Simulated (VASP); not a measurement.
Relaxed, unreconstructed slabs of NaH (rock salt). Calculation: PBEsol GGA, VASP's PBE PAW potentials (set 64) (plane waves; VASP).

Slab and bulk use different k-meshes, so the surface energy is good to a few per cent at best.

Question: Order the faces (110) [12 atoms], (100) [8 atoms] by surface energy, lowest first.

Answer: (100) [8 atoms] (0.24 J/m²), (110) [12 atoms] (0.50 J/m²)

Runs of the series that failed, ran out of time, didn't relax or are held back are left out, and each face is given by its thickest slab.

The cell is a thin slab with vacuum, built from NaH (rock salt).
